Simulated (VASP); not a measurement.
Here is the system:

```yaml
crystal:
  lattice:
    - [1.60097, -2.77296, 0.00000]
    - [1.60097, 2.77296, 0.00000]
    - [0.00000, 0.00000, 5.21568]
  atoms:
    - { symbol: Ga, position: [0.66667, 0.33333, 0.50013] }
    - { symbol: Ga, position: [0.33333, 0.66667, 0.00013] }
    - { symbol: N, position: [0.66667, 0.33333, 0.87687] }
    - { symbol: N, position: [0.33333, 0.66667, 0.37687] }
```

Level of theory: rev-vdW-DF2, VASP's PBE PAW potentials (set 64) (plane waves; VASP). Settings: 520 eV cut-off, Gaussian smearing of 0.050 eV, potentials Ga_d N.

Task: What does the run give for the band gap (along the path) with the smallest direct gap where there is one?

Result: 
The band gap (along the path) is 1.80 eV and the smallest direct gap (along the path) comes out as 1.80 eV.

The compound is GaN in the wurtzite structure. It was relaxed first.
